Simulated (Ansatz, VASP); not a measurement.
# Cross-check of In11Ga5O24 (partly crystallised 69In2O3-31Ga2O3 (mol %)) between VASP and Ansatz, part 2 of 2

Wanted: the spread between two codes on one cell, functional and k mesh. The cell is taken from a series of runs on this material, whose earlier steps may have relaxed, scaled, displaced or heated it; both programs get it as it stands.

VASP 6.6.1 and Ansatz 0.2.0.

So far. Step 2 (VASP: single point, r2SCAN): The run ends at a pressure of -2.37 GPa, with forces up to 3.2 eV/Å.

## (3) Ansatz: single point, r2SCAN

Level of this step: Ansatz beside VASP: Kohn-Sham DFT, plane waves, r2SCAN (Ansatz).

Ansatz runs on its default PAW (the set named soft_2) files.

The same cell, functional, mesh and smearing now go to Ansatz, which takes its cutoff from its data sets.

input.yaml

```yaml
crystal:
  lattice:
    - [10.11761, 0.0, 0.0]
    - [0.0, 10.11761, 0.0]
    - [0.0, 0.0, 10.11761]
  atoms:
    - { symbol: In, position: [0.76674, 0.66647, 0.02898] }
    - { symbol: In, position: [0.4953, 0.94553, 0.71076] }
    - { symbol: In, position: [0.78506, 0.46385, 0.26253] }
    - { symbol: In, position: [0.12591, 0.6244, 0.16209] }
    - { symbol: In, position: [0.77753, 0.13467, 0.22263] }
    - { symbol: In, position: [0.29601, 0.12936, 0.94151] }
    - { symbol: In, position: [0.77351, 0.45516, 0.75809] }
    - { symbol: In, position: [0.78309, 0.11755, 0.77278] }
    - { symbol: In, position: [0.65052, 0.80889, 0.40588] }
    - { symbol: In, position: [0.28905, 0.78833, 0.49221] }
    - { symbol: In, position: [0.03558, 0.29444, 0.04915] }
    - { symbol: In, position: [0.48259, 0.63698, 0.20466] }
    - { symbol: In, position: [0.30073, 0.95785, 0.20536] }
    - { symbol: In, position: [0.78579, 0.79196, 0.7438] }
    - { symbol: In, position: [0.49, 0.29539, 0.71991] }
    - { symbol: In, position: [0.06417, 0.29037, 0.7432] }
    - { symbol: In, position: [0.24334, 0.129, 0.48319] }
    - { symbol: In, position: [0.2515, 0.46503, 0.486] }
    - { symbol: In, position: [0.97822, 0.94459, 0.3495] }
    - { symbol: In, position: [0.55101, 0.14019, 0.4361] }
    - { symbol: In, position: [0.9965, 0.94032, 0.98664] }
    - { symbol: In, position: [0.97514, 0.63743, 0.49108] }
    - { symbol: Ga, position: [0.95171, 0.28812, 0.46749] }
    - { symbol: Ga, position: [0.0716, 0.59193, 0.76268] }
    - { symbol: Ga, position: [0.2928, 0.47029, 0.94577] }
    - { symbol: Ga, position: [0.59839, 0.31364, 0.03314] }
    - { symbol: Ga, position: [0.28952, 0.77375, 0.94008] }
    - { symbol: Ga, position: [0.54823, 0.44755, 0.44143] }
    - { symbol: Ga, position: [0.59199, 0.95199, 0.0323] }
    - { symbol: Ga, position: [0.09129, 0.94336, 0.7119] }
    - { symbol: Ga, position: [0.49065, 0.61148, 0.7215] }
    - { symbol: Ga, position: [0.32659, 0.30823, 0.19724] }
    - { symbol: O, position: [0.40249, 0.76639, 0.79088] }
    - { symbol: O, position: [0.12491, 0.77661, 0.6383] }
    - { symbol: O, position: [0.38892, 0.3045, 0.54006] }
    - { symbol: O, position: [0.16843, 0.81262, 0.09946] }
    - { symbol: O, position: [0.65542, 0.95428, 0.86039] }
    - { symbol: O, position: [0.61034, 0.47002, 0.61717] }
    - { symbol: O, position: [0.40972, 0.96285, 0.02987] }
    - { symbol: O, position: [0.62527, 0.59528, 0.35008] }
    - { symbol: O, position: [0.15697, 0.63354, 0.37944] }
    - { symbol: O, position: [0.13454, 0.29603, 0.44398] }
    - { symbol: O, position: [0.60828, 0.13375, 0.09064] }
    - { symbol: O, position: [0.40699, 0.47458, 0.80446] }
    - { symbol: O, position: [0.36571, 0.6193, 0.04312] }
    - { symbol: O, position: [0.12421, 0.46895, 0.64433] }
    - { symbol: O, position: [0.20248, 0.31201, 0.89239] }
    - { symbol: O, position: [0.13383, 0.10322, 0.65696] }
    - { symbol: O, position: [0.38259, 0.96913, 0.53737] }
    - { symbol: O, position: [0.89493, 0.45391, 0.43483] }
    - { symbol: O, position: [0.41839, 0.11682, 0.7903] }
    - { symbol: O, position: [0.66426, 0.29115, 0.86583] }
    - { symbol: O, position: [0.65552, 0.31429, 0.36801] }
    - { symbol: O, position: [0.87914, 0.27498, 0.6419] }
    - { symbol: O, position: [0.66931, 0.99873, 0.3421] }
    - { symbol: O, position: [0.37106, 0.15429, 0.30649] }
    - { symbol: O, position: [0.89579, 0.77319, 0.92441] }
    - { symbol: O, position: [0.17808, 0.42148, 0.14299] }
    - { symbol: O, position: [0.90853, 0.9558, 0.72088] }
    - { symbol: O, position: [0.91332, 0.61356, 0.16135] }
    - { symbol: O, position: [0.62716, 0.8091, 0.6093] }
    - { symbol: O, position: [0.96634, 0.1412, 0.91675] }
    - { symbol: O, position: [0.39994, 0.44612, 0.30883] }
    - { symbol: O, position: [0.61535, 0.12646, 0.63445] }
    - { symbol: O, position: [0.66983, 0.62801, 0.83643] }
    - { symbol: O, position: [0.86284, 0.79912, 0.43485] }
    - { symbol: O, position: [0.90815, 0.12872, 0.3848] }
    - { symbol: O, position: [0.18883, 0.15664, 0.12654] }
    - { symbol: O, position: [0.17226, 0.95144, 0.37831] }
    - { symbol: O, position: [0.64272, 0.47839, 0.09841] }
    - { symbol: O, position: [0.39921, 0.60956, 0.55904] }
    - { symbol: O, position: [0.91361, 0.98707, 0.16673] }
    - { symbol: O, position: [0.41464, 0.32879, 0.03754] }
    - { symbol: O, position: [0.41374, 0.79885, 0.31031] }
    - { symbol: O, position: [0.6261, 0.79923, 0.11484] }
    - { symbol: O, position: [0.18063, 0.94394, 0.87809] }
    - { symbol: O, position: [0.17612, 0.62727, 0.8894] }
    - { symbol: O, position: [0.96294, 0.45034, 0.86512] }
    - { symbol: O, position: [0.90313, 0.62021, 0.68211] }
    - { symbol: O, position: [0.863, 0.30674, 0.16005] }
kpoints:
  mp_grid: { grid: [1, 1, 1] }
hamiltonian:
  xc: r2scan
scf:
  occupations: { method: fermi_dirac, width: 0.025 }
output:
  forces: true
  stress: true
  populations: true
  dos:
    method: { smearing: { sigma: 0.15 } }
    de: 0.1
    projected: { site_lists: { Ga: [Ga], In: [In], O: [O] } }
  eigenvalues: true
  write_density: true
  write_potential: true
  volumetric_format: npy
  elf: true
```

Started as:

```
> ansatz run input.yaml --threads 4 --pin off --max-ram 8192MiB --backend cpu --events-out ev --progress --plain --runs-dir out
```

Numbers of over 12 decimals in the logs are rounded to 6 here.

The log of the run:

```text
Engine: ansatz 0.2.0, aarch64-unknown-linux-gnu
Pseudopotentials: kind: paw
Pseudopotential: In, paw, valence charge 13, recommended cutoff 500 eV (meta_gga), In.paw.azcp
Pseudopotential: Ga, paw, valence charge 13, recommended cutoff 500 eV (meta_gga), Ga.paw.azcp
Pseudopotential: O, paw, valence charge 6, recommended cutoff 500 eV (meta_gga), O.paw.azcp
Functional definition: r2SCAN
  parameter k0 = 0.174
  parameter k1 = 0.065
  parameter a1 = 4.9479
  exchange = r2scan_x(k0 = k0, k1 = k1, a1 = a1)
  correlation = r2scan_c
Crystal: 80 atoms, lattice volume = 1035.700 Å³
Basis set: ecut = 500 eV, 26193 PW (Γ), exchange–correlation on 300×300×300 points (64 copies of the dense FFT grid, shifted against one another)
Bands: 432, of which v1, the nominal top of the filled ones, is band 352 counted from 1 (351 counted from 0)
Symmetry: 1 space group operations
Space group: P1 (ITA 1), of the structure as read, at distance tolerance 1.0e-4 Å
k-points: 1
Non-local potential: In, projectors of the file, l = 0: 2, l = 1: 2, l = 2: 2, l = 3: 2
Non-local potential: Ga, projectors of the file, l = 0: 2, l = 1: 2, l = 2: 3, l = 3: 1
Non-local potential: O, projectors of the file, l = 0: 2, l = 1: 2, l = 2: 1
PAW form: soft (Blöchl's): semilocal exchange-correlation on the pseudo side does not see the compensation charge
PAW frozen core: In, regenerated for the run's functional (the file was generated under x = pbe(κ = 0.804, μ = 0.219515), c = pbe(β = 0.066725))
PAW frozen core: Ga, regenerated for the run's functional (the file was generated under x = pbe(κ = 0.804, μ = 0.219515), c = pbe(β = 0.066725))
PAW frozen core: O, regenerated for the run's functional (the file was generated under x = pbe(κ = 0.804, μ = 0.219515), c = pbe(β = 0.066725))
PAW one-centre angular grid: In, 590 points (default); XC on 289 of its mesh's 2783 points in the sphere
PAW one-centre angular grid: Ga, 590 points (default); XC on 160 Gauss nodes
PAW one-centre angular grid: O, 302 points (default); XC on 160 Gauss nodes
Initial density: superposition of atomic densities (neutral atoms: chi_scale 0, normalization atom), corrected by the library's trained network
Initial wavefunctions: pseudopotential atomic-orbital guess
Functional: x = r2scan, c = r2scan; τ floored in thin density (d = 2e-4 eV/Å³)
SCF iter   1: F=—  HF=-188668.630142 eV  |F-HF|=—  |Δ(HF+E_count)|=         —  Δρ=1.29e-2  dr2=1.26e0  dr2_τ=2.80e0  ethr=1.77e-3  ⟨swp⟩=6.0  Hψ=1611  notcnv=0  defer=1
preconditioner: auto → Resta (q_TF=auto, 2.558 Å⁻¹)  ε∞=4.1  [insulator: Δε(μ)=1.475 eV  Ē_g=17.273 eV  σ=0.025 eV  W_gap=1.00  n_scr=256 (ndim 8)  ℏωp=30.6 eV  f_vac=0.047  D(μ)=0.00/eV (n_scr^D=0)  ε∞_Penn≈4.1]
SCF iter   2: F=—  HF=-188669.690706 eV  |F-HF|=—  |Δ(HF+E_count)|=    1.06e0  Δρ=6.64e-3  dr2=2.66e-1  dr2_τ=2.15e-2  ethr=1.80e-4  ⟨swp⟩=2.0  Hψ=855  notcnv=0  defer=74
SCF iter   3: F=—  HF=-188669.677145 eV  |F-HF|=—  |Δ(HF+E_count)|=   1.36e-2  Δρ=2.26e-3  dr2=3.26e-2  dr2_τ=3.01e-3  ethr=3.78e-5  ⟨swp⟩=2.0  Hψ=656  notcnv=0  defer=74
SCF iter   4: F=—  HF=-188669.671503 eV  |F-HF|=—  |Δ(HF+E_count)|=   5.64e-3  Δρ=6.27e-4  dr2=3.69e-3  dr2_τ=6.88e-4  ethr=4.62e-6  ⟨swp⟩=2.0  Hψ=716  notcnv=0  defer=74
SCF iter   5: F=—  HF=-188669.671337 eV  |F-HF|=—  |Δ(HF+E_count)|=   1.65e-4  Δρ=2.25e-4  dr2=4.21e-4  dr2_τ=5.40e-5  ethr=5.24e-7  ⟨swp⟩=2.0  Hψ=710  notcnv=0  defer=74
SCF iter   6: F=—  HF=-188669.671495 eV  |F-HF|=—  |Δ(HF+E_count)|=   1.58e-4  Δρ=1.07e-4  dr2=1.10e-4  dr2_τ=1.39e-5  ethr=5.99e-8  ⟨swp⟩=2.0  Hψ=678  notcnv=0  defer=74
SCF iter   7: F=—  HF=-188669.671489 eV  |F-HF|=—  |Δ(HF+E_count)|=   5.87e-6  Δρ=3.44e-5  dr2=1.18e-5  dr2_τ=1.34e-6  ethr=1.56e-8  ⟨swp⟩=2.0  Hψ=678  notcnv=0  defer=74
SCF iter   8: F=—  HF=-188669.669564 eV  |F-HF|=—  |Δ(HF+E_count)|=   1.93e-3  Δρ=1.19e-5  dr2=1.69e-6  dr2_τ=1.36e-7  ethr=1.68e-9  ⟨swp⟩=2.0  Hψ=710  notcnv=0  defer=74
SCF iter   9: F=—  HF=-188669.669564 eV  |F-HF|=—  |Δ(HF+E_count)|=   3.27e-7  Δρ=6.65e-6  dr2=4.11e-7  dr2_τ=5.20e-8  ethr=2.40e-10  ⟨swp⟩=2.0  Hψ=709  notcnv=0  defer=74
SCF iter  10: F=-188669.669564 eV  HF=-188669.669564 eV  |F-HF|=4.09e-8  |Δ(HF+E_count)|=   1.66e-8  Δρ=3.25e-6  dr2=9.03e-8  dr2_τ=1.48e-8  ethr=1.42e-11  ⟨swp⟩=15.0  Hψ=3587  notcnv=0
SCF 1 converged in 10 iterations: F = -188669.669564 eV  dr2 = 9.03e-8
  greatest PAW one-centre occupation: 0.997 electrons in one spin orbital (limit 2), on the Ga atom at site 24 (counted from 0), in its partial waves of l = 2
SCF converged after 10 iterations
Free energy (F): -188669.669564 eV
Harris-Foulkes:  -188669.669564 eV  (|F-HF|=4.09e-8)
Internal energy: -188669.669564 eV  (E = F + TS)
E sigma→0 (E₀):  -188669.669564 eV
Fermi energy:    8.198425 eV
--- Per-component energies (eV) ---
  E_band       = -1268.228692
  E_kinetic    = 14981.226399
[...]
atom  34  O      0.07879904     0.08251627    -0.66822207
  atom  35  O      0.67540871    -0.47473715    -0.23959460
  atom  36  O      0.47002410     0.55370384    -0.02718819
  atom  37  O      0.75983713     0.06256815    -0.28662669
  atom  38  O     -0.16360800    -0.36725053     0.80051512
  atom  39  O     -1.12598270    -0.77475684     0.12022808
  atom  40  O      0.72429098     0.92406688     0.21835154
  atom  41  O     -0.26820084     0.10586083     0.21364563
  atom  42  O     -0.74349683     0.05787791    -0.33501405
  atom  43  O      1.25549146     0.13484575     0.54539500
  atom  44  O      0.41661385    -1.10924811    -0.14671131
  atom  45  O     -0.91156110     0.61076775     0.13959052
  atom  46  O      0.04622580    -0.05658255    -0.37000679
  atom  47  O     -0.49975106     0.17378837    -0.05778382
  atom  48  O      0.34874249     1.71570165    -0.64254016
  atom  49  O      0.13825112     0.49958139    -0.05598796
  atom  50  O      0.06318851     0.94972135    -0.46359485
  atom  51  O     -0.56876478     0.68845667     0.34180214
  atom  52  O      0.64372717     0.38196439    -1.52646336
  atom  53  O     -0.35884470    -0.48209215    -0.14108088
  atom  54  O      0.12582637     0.00783295     0.92134542
  atom  55  O     -0.81239429     0.37192939     0.07809187
  atom  56  O      0.54708405    -0.42032533     0.16794594
  atom  57  O      0.75827963     0.89659304    -0.53180934
[...]
atom  73  O     -0.19184099    -0.47938849     0.06134399
  atom  74  O     -0.20024965     0.48685159     0.44359480
  atom  75  O      0.53157995    -1.49429218     0.69606954
  atom  76  O     -0.21009859    -0.55739548    -0.12749581
  atom  77  O      1.60058307     0.09862235     2.58433358
  atom  78  O     -0.20169696    -0.91059168     0.11652064
  atom  79  O     -0.27491034     0.58425478    -0.29542549
  atom  80  O      0.51227763    -0.10387600    -0.62644186
  max |Σ_I F_I| component: 5.95e-5 eV/Å
--- Stress (GPa, compression-positive) ---
       -3.244208      -0.033277       0.036930
       -0.033279      -7.004575      -0.246122
        0.036930      -0.246122       0.420559
  P = ⅓ Tr σ = -3.2761 GPa (-32.761 kbar)
--- Band table (eV) ---
  k-point 0: bands = [... 348 lower, 7.3338, 7.3697, 7.3990, 7.5078, 8.8886, 11.4366, 11.5140, 11.6394, ... 76 higher]
--- Löwdin populations: 80 sites ---
  site symbol       q [e]
     0     In     11.7238
     1     In     11.7194
     2     In     11.7296
     3     In     11.7171
     4     In     11.7173
     5     In     11.7278
     6     In     11.7418
     7     In     11.7250
     8     In     11.6938
     9     In     11.7568
    10     In     11.7196
    11     In     11.7261
    12     In     11.7403
    13     In     11.7204
    14     In     11.7249
    15     In     11.7297
    16     In     11.7220
    17     In     11.7196
    18     In     11.6929
    19     In     11.7453
    20     In     11.7317
    21     In     11.7257
    22     Ga     11.9135
    23     Ga     11.9160
[...]
72      O      6.7013
    73      O      6.7829
    74      O      6.7568
    75      O      6.7199
    76      O      6.6918
    77      O      6.7777
    78      O      6.7411
    79      O      6.8027
  spilling = 0.003433 (of n_electrons = 704.000000)
```

The column dr2 measures how far the density is from self-consistency, as an energy; F and HF (Harris–Foulkes) agree once it is small.

## (4) Side by side

Known differences besides the potentials themselves: VASP keeps PBE cores, Ansatz makes them for the functional; the cutoff is 500 eV in Ansatz and 660 eV in VASP (PREC = Accurate, projectors in real space). Total energies have different zeros and are not compared.

Compared:

```csv
quantity,Ansatz,VASP,difference
pressure (GPa),-3.28,-2.37,-0.91
gap on the k mesh (eV),1.381,1.367,+0.014
```

Forces on 8 of the 80 atoms, those with the largest forces and the largest differences (eV/Å; atoms numbered as in POSCAR):

```csv
atom,"Ansatz x, y, z","VASP x, y, z"
Ga24,"-2.767, -0.049, -0.731","-2.855, -0.001, -0.756"
Ga31,"0.555, 0.561, 0.120","0.711, 0.620, 0.139"
O48,"0.349, 1.716, -0.643","0.375, 1.851, -0.663"
O52,"0.644, 0.382, -1.526","0.696, 0.362, -1.618"
O67,"0.197, 1.776, 1.214","0.196, 1.760, 1.241"
O71,"-0.910, 0.484, -1.279","-0.923, 0.480, -1.364"
O75,"0.532, -1.494, 0.696","0.540, -1.609, 0.793"
O77,"1.601, 0.099, 2.584","1.677, 0.120, 2.724"
```

The forces differ by 41 meV/Å r.m.s., which is 6.3 % of the r.m.s. force of 0.645 eV/Å (both taken over all components). A gap on the mesh is an upper bound, since the band edges may lie between its points. VASP's last cycles still show a density residual of 3e-03, so its state may not be settled.

## (5) Results

```
r.m.s. force difference (single point, r2SCAN) : 6.3 % of the r.m.s. force
difference in pressure (single point, r2SCAN)  : -0.91 GPa
```

What this shows: The r.m.s. force difference is 6.3 % of the r.m.s. force (single point, r2SCAN), beyond the 3 % picked in this series as the mark of a large difference. What causes the difference of the single point, r2SCAN pair stays open here. Such differences can come from data sets, numerical settings and the points named under the comparisons, not from the functional's error against experiment.

[Lines on the potential files, build, host, timing and source positions are cut from VASP's logs without a mark.]

[Logs are printed without paths, hosts, clocks, repeated set-up lines and the standing remarks that a program may print on its own settings, such as how far it seeks lower states.]

[Hosts, paths, dates, database ids (printed as entryN), source tags and the programs' standing remarks are cut or masked in the printed files.]
